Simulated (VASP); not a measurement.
Here is the system:

```
CELL_PARAMETERS angstrom
      2.05065    -3.55183     0.00000
      2.05065     3.55183     0.00000
      0.00000     0.00000     5.67512
ATOMIC_POSITIONS crystal
  Te 0.33333 0.66667 0.24119
  Te 0.66667 0.33333 0.75881
  Pt 0.00000 0.00000 0.00000
```

The numbers are results of RPBE GGA, VASP's PBE PAW potentials (set 64) (plane waves; VASP 6.6.1), not measurements. Settings: 520 eV cut-off, 10×10×6 Γ-centred mesh, tetrahedra with Blöchl corrections, potentials Te Pt.

The cores are frozen, which limits the accuracy of field gradients.

Question: Give the principal components of the electric field gradient (V/Å²) and the asymmetry η at each nucleus.

Answer: 
| atom | Vxx | Vyy | Vzz | η |
|---|---|---|---|---|
| Te1 | 14.5 | 14.5 | -29.1 | 0.00 |
| Te2 | 14.5 | 14.5 | -29.1 | 0.00 |
| Pt3 | -53.6 | -53.6 | 107.2 | 0.00 |

The compound is PtTe2 in the 1T layered structure. It was relaxed first, which changed the volume by +13 %.
